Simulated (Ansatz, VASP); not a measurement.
# BaZnPF: VASP beside Ansatz, part 2 of 2

Aim: how closely do two programs agree when they are given the same cell, functional and k mesh?  Other levels of theory on this material are compared in a session of their own.

VASP 6.6.1 and Ansatz 0.2.0.

So far. Step 2 (Ansatz: electric field gradients, r2SCAN): The run ends at a pressure of -0.37 GPa, with forces up to 0.18 eV/Å.

### Step 3. VASP: electric field gradients, r2SCAN

Level of this step: r2SCAN; plane waves and PAW (Ba_sv, Zn, P, F) (VASP).

The same cell, functional, mesh and smearing now go to VASP, with its own data sets and cutoff.

Lines of VASP's logs that name or quote its potential files are left out, and so is its time.

File INCAR:

```
SYSTEM = BaZnPF
PREC = Accurate
ENCUT = 560
EDIFF = 1E-07
NELM = 100
ISMEAR = -1
SIGMA = 0.05
LREAL = .FALSE.
ALGO = Normal
METAGGA = R2SCAN
LASPH = .TRUE.
NBANDS = 42
LORBIT = 11
LWAVE = .FALSE.
LCHARG = .FALSE.
KPAR = 2
LEFG = .TRUE.
```

File POSCAR:

```
BaZnPF
1.0
    4.1563400000      0.0000000000      0.0000000000
    0.0000000000      4.1563400000      0.0000000000
    0.0000000000      0.0000000000      9.4574300000
Ba Zn P F
2 2 2 2
Direct
    0.5000000000      0.0000000000      0.3317700000
    0.0000000000      0.5000000000      0.6682300000
    0.5000000000      0.5000000000      0.0000000000
    0.0000000000      0.0000000000      0.0000000000
    0.0000000000      0.5000000000      0.1491000000
    0.5000000000      0.0000000000      0.8509000000
    0.5000000000      0.5000000000      0.5000000000
    0.0000000000      0.0000000000      0.5000000000
```

File KPOINTS:

```
Automatic mesh
0
Gamma
8 8 4
0 0 0
```

The projector-augmented-wave data sets are Ba_sv, Zn, P and F (PBE family, release 64).

On the command line:

```bash
$ mpirun -np 2 vasp_std
```

Numbers of over 12 decimals in the logs are rounded to 6 here.

What it wrote:

```text
[banner, memory and clock lines left out]
running    2 mpi-ranks, on    1 nodes
 distrk:  each k-point on    1 cores,    2 groups
 distr:  one band on    1 cores,    1 groups

 POSCAR found type information on POSCAR BaZnP F
 POSCAR found :  4 types and       8 ions
|                                                                             |
|               ----> ADVICE to this user running VASP <----                  |
|                                                                             |
|     You enforced a specific xc type in the INCAR file but a different       |
|     [... a line on the potential file left out ...]
|     I HOPE YOU KNOW WHAT YOU ARE DOING!                                     |
|                                                                             |

 LDA part: xc-table for (None), standard interpolation
 POSCAR, INCAR and KPOINTS ok, starting setup
 FFT: planning ... GRIDC
 FFT: planning ... GRID_SOFT
 FFT: planning ... GRID
 WAVECAR not read
 entering main loop
       N       E                     dE             d eps       ncg     rms          rms(c)
DAV:   1     0.620067817915E+03    0.62007E+03   -0.33698E+04  3780   0.187E+03
DAV:   2    -0.344483885910E+02   -0.65452E+03   -0.62535E+03  4126   0.444E+02
DAV:   3    -0.123812836744E+03   -0.89364E+02   -0.88467E+02  4220   0.173E+02
DAV:   4    -0.128680138601E+03   -0.48673E+01   -0.48478E+01  5272   0.347E+01
DAV:   5    -0.128832198318E+03   -0.15206E+00   -0.15196E+00  5366   0.576E+00    0.120E+01
DAV:   6    -0.111412243079E+03    0.17420E+02   -0.11721E+01  4982   0.456E+01    0.886E+00
DAV:   7    -0.111369963988E+03    0.42279E-01   -0.40415E+00  4600   0.147E+01    0.484E+00
DAV:   8    -0.111412523983E+03   -0.42560E-01   -0.25258E-01  4492   0.326E+00    0.225E+00
DAV:   9    -0.111426516391E+03   -0.13992E-01   -0.59571E-02  4826   0.182E+00    0.265E-01
DAV:  10    -0.111428733616E+03   -0.22172E-02   -0.14716E-02  4766   0.801E-01    0.173E-01
DAV:  11    -0.111428853253E+03   -0.11964E-03   -0.33284E-03  4740   0.319E-01    0.695E-02
DAV:  12    -0.111429116929E+03   -0.26368E-03   -0.43586E-04  4428   0.161E-01    0.340E-02
DAV:  13    -0.111429096884E+03    0.20045E-04   -0.80994E-05  4926   0.507E-02    0.148E-02
DAV:  14    -0.111429098412E+03   -0.15282E-05   -0.75947E-06  4828   0.241E-02    0.825E-03
DAV:  15    -0.111429099934E+03   -0.15219E-05   -0.44806E-06  4650   0.120E-02    0.155E-03
DAV:  16    -0.111429099766E+03    0.16808E-06   -0.67313E-07  4386   0.567E-03    0.957E-04
DAV:  17    -0.111429099920E+03   -0.15377E-06   -0.45921E-08  2290   0.145E-03    0.631E-04
DAV:  18    -0.111429099801E+03    0.11843E-06   -0.63557E-08  2684   0.163E-03    0.131E-04
DAV:  19    -0.111429099780E+03    0.21708E-07   -0.18474E-08  2136   0.815E-04
ion   1
     0.0000000    -0.0000000    -0.0000000     0.1086693    -0.0000000     0.0000000
     0.0000600    -0.0000000    -0.0000000     0.1086693    -0.0000000     0.0000000
     0.0000826    -0.0000000    -0.0000000     0.1086693    -0.0000000     0.0000000
     0.0001137    -0.0000000    -0.0000000     0.1086693    -0.0000000     0.0000000
     0.0001566    -0.0000000    -0.0000000     0.1086693    -0.0000000     0.0000000

     0.0000000     0.0000000    -0.0000000     4.8283324    -0.0000000     0.0000000
     0.0000600     0.0000000    -0.0000000     4.8262565    -0.0000000     0.0000000
     0.0000826     0.0000000    -0.0000000     4.8251535    -0.0000000     0.0000000
     0.0001137     0.0000000    -0.0000000     4.8233991    -0.0000000     0.0000000
     0.0001566     0.0000000    -0.0000000     4.8206198    -0.0000000     0.0000000

ion   2
     0.0000000    -0.0000000    -0.0000000     0.1086693    -0.0000000     0.0000000
     0.0000600    -0.0000000    -0.0000000     0.1086693    -0.0000000     0.0000000
     0.0000826    -0.0000000    -0.0000000     0.1086693    -0.0000000     0.0000000
     0.0001137    -0.0000000    -0.0000000     0.1086693    -0.0000000     0.0000000
     0.0001566    -0.0000000    -0.0000000     0.1086693    -0.0000000     0.0000000

     0.0000000    -0.0000000    -0.0000000     4.8283324    -0.0000000     0.0000000
     0.0000600    -0.0000000    -0.0000000     4.8262565    -0.0000000     0.0000000
     0.0000826    -0.0000000    -0.0000000     4.8251535    -0.0000000     0.0000000
     0.0001137    -0.0000000    -0.0000000     4.8233991    -0.0000000     0.0000000
     0.0001566    -0.0000000    -0.0000000     4.8206198    -0.0000000     0.0000000

ion   3
     0.0000000    -0.0000000    -0.0000000     0.2557121    -0.0000000     0.0000000
     0.0000468    -0.0000000    -0.0000000     0.2557121    -0.0000000     0.0000000
     0.0000645    -0.0000000    -0.0000000     0.2557121    -0.0000000     0.0000000
     0.0000888    -0.0000000    -0.0000000     0.2557121    -0.0000000     0.0000000
     0.0001223    -0.0000000    -0.0000000     0.2557120    -0.0000000     0.0000000

     0.0000000     0.0000000    -0.0000000    -0.2157584    -0.0000000     0.0000000
     0.0000468     0.0000000    -0.0000000    -0.2157060    -0.0000000     0.0000000
     0.0000645     0.0000000    -0.0000000    -0.2156678    -0.0000000     0.0000000
     0.0000888     0.0000000    -0.0000000    -0.2156007    -0.0000000     0.0000000
     0.0001223     0.0000000    -0.0000000    -0.2154834    -0.0000000     0.0000000

ion   4
     0.0000000     0.0000000    -0.0000000     0.2557121     0.0000000     0.0000000
     0.0000468     0.0000000    -0.0000000     0.2557121     0.0000000     0.0000000
     0.0000645     0.0000000    -0.0000000     0.2557121     0.0000000     0.0000000
     0.0000888     0.0000000    -0.0000000     0.2557121     0.0000000     0.0000000
     0.0001223     0.0000000    -0.0000000     0.2557120     0.0000000     0.0000000

     0.0000000    -0.0000000    -0.0000000    -0.2157584     0.0000000     0.0000000
     0.0000468    -0.0000000    -0.0000000    -0.2157060     0.0000000     0.0000000
     0.0000645    -0.0000000    -0.0000000    -0.2156678     0.0000000     0.0000000
     0.0000888    -0.0000000    -0.0000000    -0.2156007     0.0000000     0.0000000
     0.0001223    -0.0000000    -0.0000000    -0.2154834     0.0000000     0.0000000

ion   5
     0.0000000    -0.0000000     0.0000000     0.4825369     0.0000000     0.0000000
     0.0000365    -0.0000000     0.0000000     0.4825369     0.0000000     0.0000000
     0.0000503    -0.0000000     0.0000000     0.4825369     0.0000000     0.0000000
     0.0000692    -0.0000000     0.0000000     0.4825369     0.0000000     0.0000000
     0.0000953    -0.0000000     0.0000000     0.4825369     0.0000000     0.0000000

     0.0000000    -0.0000000     0.0000000    10.5414548     0.0000000     0.0000000
     0.0000365    -0.0000000     0.0000000    10.5414302     0.0000000     0.0000000
     0.0000503    -0.0000000     0.0000000    10.5414151     0.0000000     0.0000000
     0.0000692    -0.0000000     0.0000000    10.5413900     0.0000000     0.0000000
     0.0000953    -0.0000000     0.0000000    10.5413486     0.0000000     0.0000000

ion   6
     0.0000000    -0.0000000    -0.0000000     0.4825369     0.0000000    -0.0000000
     0.0000365    -0.0000000    -0.0000000     0.4825369     0.0000000    -0.0000000
     0.0000503    -0.0000000    -0.0000000     0.4825369     0.0000000    -0.0000000
     0.0000692    -0.0000000    -0.0000000     0.4825369     0.0000000    -0.0000000
     0.0000953    -0.0000000    -0.0000000     0.4825369     0.0000000    -0.0000000

     0.0000000    -0.0000000    -0.0000000    10.5414548     0.0000000    -0.0000000
     0.0000365    -0.0000000    -0.0000000    10.5414302     0.0000000    -0.0000000
     0.0000503    -0.0000000    -0.0000000    10.5414151     0.0000000    -0.0000000
     0.0000692    -0.0000000    -0.0000000    10.5413900     0.0000000    -0.0000000
     0.0000953    -0.0000000    -0.0000000    10.5413486     0.0000000    -0.0000000

ion   7
     0.0000000    -0.0000000    -0.0000000    -2.2792194     0.0000000     0.0000000
     0.0000310    -0.0000000    -0.0000000    -2.2792194     0.0000000     0.0000000
     0.0000427    -0.0000000    -0.0000000    -2.2792193     0.0000000     0.0000000
     0.0000588    -0.0000000    -0.0000000    -2.2792193     0.0000000     0.0000000
     0.0000810    -0.0000000    -0.0000000    -2.2792192     0.0000000     0.0000000

     0.0000000    -0.0000000    -0.0000000    -9.1839055     0.0000000     0.0000000
     0.0000310    -0.0000000    -0.0000000    -9.1839019     0.0000000     0.0000000
     0.0000427    -0.0000000    -0.0000000    -9.1838996     0.0000000     0.0000000
     0.0000588    -0.0000000    -0.0000000    -9.1838956     0.0000000     0.0000000
     0.0000810    -0.0000000    -0.0000000    -9.1838889     0.0000000     0.0000000

ion   8
     0.0000000    -0.0000000    -0.0000000    -2.2792194    -0.0000000     0.0000000
     0.0000310    -0.0000000    -0.0000000    -2.2792194    -0.0000000     0.0000000
     0.0000427    -0.0000000    -0.0000000    -2.2792193    -0.0000000     0.0000000
     0.0000588    -0.0000000    -0.0000000    -2.2792193    -0.0000000     0.0000000
     0.0000810    -0.0000000    -0.0000000    -2.2792192    -0.0000000     0.0000000

     0.0000000    -0.0000000    -0.0000000    -9.1839055    -0.0000000     0.0000000
     0.0000310    -0.0000000    -0.0000000    -9.1839019    -0.0000000     0.0000000
     0.0000427    -0.0000000    -0.0000000    -9.1838996    -0.0000000     0.0000000
     0.0000588    -0.0000000    -0.0000000    -9.1838956    -0.0000000     0.0000000
     0.0000810    -0.0000000    -0.0000000    -9.1838889    -0.0000000     0.0000000

   1 F= -.11142910E+03 E0= -.11142909E+03  d E =-.192135E-04
```

OUTCAR, selected parts (step 3):

```text
ion  position               nearest neighbor table
   1  0.500  0.000  0.332-   7 2.62   8 2.62   7 2.62   8 2.62   5 3.41   5 3.41   5 3.41   5 3.41
                             4 3.76   3 3.76   4 3.76   3 3.76   2 4.33   2 4.33   2 4.33   2 4.33
   2  0.000  0.500  0.668-   7 2.62   8 2.62   8 2.62   7 2.62   6 3.41   6 3.41   6 3.41   6 3.41
                             3 3.76   4 3.76   4 3.76   3 3.76   1 4.33   1 4.33   1 4.33   1 4.33
   3  0.500  0.500  0.000-   5 2.51   6 2.51   6 2.51   5 2.51   4 2.94   4 2.94   4 2.94   4 2.94
                             2 3.76   1 3.76   2 3.76   1 3.76
   4  0.000  0.000  0.000-   5 2.51   6 2.51   5 2.51   6 2.51   3 2.94   3 2.94   3 2.94   3 2.94
                             1 3.76   2 3.76   2 3.76   1 3.76
   5  0.000  0.500  0.149-   3 2.51   4 2.51   4 2.51   3 2.51   1 3.41   1 3.41   1 3.41   1 3.41

  LATTYP: Found a simple tetragonal cell.
 ALAT       =     4.1563400000
 C/A-ratio  =     2.2754226074

 Subroutine GETGRP returns: Found 16 space group operations
 (whereof  8 operations were pure point group operations)

The static configuration has the point symmetry D_2d.
 The point group associated with its full space group is D_4h.

 Found     45 irreducible k-points:

   k-points           NKPTS =     45   k-points in BZ     NKDIM =     45   number of bands    NBANDS=     42

   dimension x,y,z NGX =    32 NGY =   32 NGZ =   80
   dimension x,y,z NGXF=    64 NGYF=   64 NGZF=  160

   ENCUT  =  560.0 eV  41.16 Ry    6.42 a.u.   8.02  8.02 18.25*2*pi/ulx,y,z

   NELECT =      68.0000    total number of electrons

 k-points in reciprocal lattice and weights: Automatic mesh
   0.00000000  0.00000000  0.00000000       0.004
   0.12500000  0.00000000  0.00000000       0.016
   0.25000000  0.00000000  0.00000000       0.016
   0.37500000  0.00000000  0.00000000       0.016
   0.50000000  0.00000000  0.00000000       0.008
   0.12500000  0.12500000  0.00000000       0.016
   0.25000000  0.12500000  0.00000000       0.031
   0.37500000  0.12500000  0.00000000       0.031
   0.50000000  0.12500000  0.00000000       0.016
[...]
0.50000000  0.37500000  0.50000000       0.016
   0.50000000  0.50000000  0.50000000       0.004

 average (electrostatic) potential at core
       1 -41.2409       2 -41.2409       3 -41.5172       4 -41.5172       5 -87.2748
       6 -87.2748       7 -80.9781       8 -80.9781

 E-fermi :   3.5102

 k-point     1 :       0.0000    0.0000    0.0000
  band No.  band energies     occupation
    ...
     30       0.8252      2.00000
     31       0.8252      2.00000
     32       2.5445      2.00000
     33       3.0881      1.99957
     34       3.0881      1.99957
     35       3.8335      0.00310
     36       5.0062      0.00000
     37       5.8090      0.00000
     38       6.0655      0.00000
     39       7.2136      0.00000
    ...

 k-point     2 :       0.1250    0.0000    0.0000
  band No.  band energies     occupation
    ...
     30       0.1473      2.00000
     31       0.9387      2.00000
     32       2.5370      2.00000
     33       2.5693      2.00000
     34       3.0328      1.99986
     35       4.3564      0.00000
     36       5.4532      0.00000
     37       6.0320      0.00000
     38       6.6952      0.00000
     39       7.0161      0.00000
    ...

 k-point     3 :       0.2500    0.0000    0.0000
  band No.  band energies     occupation
    ...
     30      -0.5709      2.00000
     31       1.2482      2.00000
     32       1.8522      2.00000
     33       2.5569      2.00000
     34       2.8573      2.00000
     35       4.9028      0.00000
     36       6.0926      0.00000
     37       6.2215      0.00000
     38       6.9612      0.00000
     39       7.5739      0.00000
    ...

  Total        0.2438579      0.2438579      0.6350452      0.0000000      0.0000000      0.0000000
  in kB        2.3913994      2.3913994      6.2275892      0.0000000      0.0000000      0.0000000
  external PRESSURE =       3.6701293 kB  Pullay stress =       0.0000000 kB

  energy-cutoff  :      560.00
  volume of cell :      163.38
      direct lattice vectors                 reciprocal lattice vectors
     4.156340000  0.000000000  0.000000000     0.240596294  0.000000000  0.000000000
     0.000000000  4.156340000  0.000000000     0.000000000  0.240596294  0.000000000
     0.000000000  0.000000000  9.457430000     0.000000000  0.000000000  0.105736971

 POSITION                                       TOTAL-FORCE (eV/Angst)
 -----------------------------------------------------------------------------------
      2.07817      0.00000      3.13769        -0.000000      0.000000     -0.142106
      0.00000      2.07817      6.31974        -0.000000      0.000000      0.142106
      2.07817      2.07817      0.00000        -0.000000      0.000000      0.000000
      0.00000      0.00000      0.00000        -0.000000     -0.000000      0.000000
      0.00000      2.07817      1.41010        -0.000000     -0.000000     -0.217636
      2.07817      0.00000      8.04733         0.000000     -0.000000      0.217636
      2.07817      2.07817      4.72872        -0.000000      0.000000      0.000000
      0.00000      0.00000      4.72872         0.000000     -0.000000      0.000000
 -----------------------------------------------------------------------------------
    total drift:                                0.000000     -0.000000     -0.000000

  FREE ENERGIE OF THE ION-ELECTRON SYSTEM (eV)
  ---------------------------------------------------
  free  energy   TOTEN  =      -111.4290997796 eV

  energy  without entropy=     -111.4290805661  energy(sigma->0) =     -111.42909017

 Electric field gradients after diagonalization (V/A^2)
 (convention: |V_zz| > |V_xx| > |V_yy|)
----------------------------------------------------------------------
 ion       V_xx      V_yy      V_zz     asymmetry (V_yy - V_xx)/ V_zz
----------------------------------------------------------------------
   1       3.079     3.079    -6.157       0.000
   2       3.079     3.079    -6.157       0.000
   3      -0.109    -0.109     0.217       0.000
   4      -0.109    -0.109     0.217       0.000
   5       6.519     6.519   -13.039       0.000
   6       6.519     6.519   -13.039       0.000
   7      -5.905    -5.905    11.809       0.000
   8      -5.905    -5.905    11.809       0.000
----------------------------------------------------------------------

 total charge
# of ion       s       p       d       tot
------------------------------------------
    1        2.015   5.643   0.254   7.912
    2        2.015   5.643   0.254   7.912
    3        0.514   0.462   9.780  10.756
    4        0.514   0.462   9.780  10.756
    5        1.016   1.508   0.000   2.524
    6        1.016   1.508   0.000   2.524
    7        1.737   4.399   0.000   6.136
    8        1.737   4.399   0.000   6.136
--------------------------------------------------
tot         10.564  24.025  20.066  54.655

[... 3 further parts left out ...]
```

The run ends at a pressure of 0.37 GPa, with forces up to 0.22 eV/Å.

### Step 4. Side by side

Known differences besides the potentials themselves: VASP keeps PBE cores, Ansatz makes them for the functional; Ansatz adds the response of the frozen cores to the gradients, VASP leaves it out; the cutoff is 500 eV in Ansatz and 560 eV in VASP. Total energies have different zeros and are not compared.

Compared:

```
              quantity  Ansatz   VASP  difference
        pressure (GPa)   -0.37   0.37       -0.73
gap on the k mesh (eV)   0.730  0.745      -0.015
     Vzz at Ba1 (V/Å²)    -5.1   -6.2        +1.1
     Vzz at Ba2 (V/Å²)    -5.1   -6.2        +1.1
      Vzz at P5 (V/Å²)   -13.4  -13.0        -0.4
      Vzz at P6 (V/Å²)   -13.4  -13.0        -0.4
      Vzz at F7 (V/Å²)    11.5   11.8        -0.4
      Vzz at F8 (V/Å²)    11.5   11.8        -0.4
```

Forces (eV/Å; atoms numbered as in POSCAR):

```
atom        Ansatz x, y, z          VASP x, y, z
 Ba1  0.000, 0.000, -0.011  0.000, 0.000, -0.142
 Ba2   0.000, 0.000, 0.011   0.000, 0.000, 0.142
 Zn3   0.000, 0.000, 0.000   0.000, 0.000, 0.000
 Zn4   0.000, 0.000, 0.000   0.000, 0.000, 0.000
  P5  0.000, 0.000, -0.182  0.000, 0.000, -0.218
  P6   0.000, 0.000, 0.182   0.000, 0.000, 0.218
  F7   0.000, 0.000, 0.000   0.000, 0.000, 0.000
  F8   0.000, 0.000, 0.000   0.000, 0.000, 0.000
```

The forces differ by 39 meV/Å r.m.s., which is 52.4 % of the r.m.s. force of 0.08 eV/Å (both taken over all components). A gap on the mesh is an upper bound, since the band edges may lie between its points.

### Step 5. What the set-up changes

Further runs change the set-up of one program: Ansatz's method, potentials or start, or VASP's data sets, cutoff or form of LDA. The table gives Ansatz less VASP for each quantity, since a change that brings one quantity closer may part another.

```
                 run  r.m.s. force difference (meV/Å)  pressure (GPa)  gap on the k mesh (eV)  Vzz at Ba1 (V/Å²)  Vzz at Ba2 (V/Å²)  Vzz at P5 (V/Å²)
            as above                               39           -0.73                  -0.015                1.1                1.1             -0.39
cores kept as stored                               38           -0.75                  -0.012                1.3                1.3             -0.21
```

### Step 6. Summary of results

```json
{"r.m.s. force difference (electric field gradients, r2SCAN)": "39 meV/Å", "difference in Vzz at Ba1 (electric field gradients, r2SCAN)": "1.1 V/Å²", "difference in pressure (electric field gradients, r2SCAN)": "-0.73 GPa"}
```

In words: The r.m.s. force difference is 39 meV/Å (electric field gradients, r2SCAN), beyond the 12 meV/Å picked in this series as the mark of a large difference. By the marks of this series, far apart in the electric field gradients, r2SCAN pair: the r.m.s. force difference, 39 meV/Å and the difference in Vzz at Ba1, 1.1 V/Å². Electric field gradients, r2SCAN, cores kept as stored: the difference in Vzz at P5 goes from -0.39 to -0.21 V/Å². 14 further runs of this series are not shown here. Such differences can come from data sets, numerical settings and the points named under the comparisons, not from the functional's error against experiment.

[Lines on the potential files, build, host, timing and source positions are cut from VASP's logs without a mark.]

[Logs are printed without paths, hosts, clocks, repeated set-up lines and the standing remarks that a program may print on its own settings, such as how far it seeks lower states.]

[Hosts, paths, dates, database ids (printed as entryN), source tags and the programs' standing remarks are cut or masked in the printed files.]
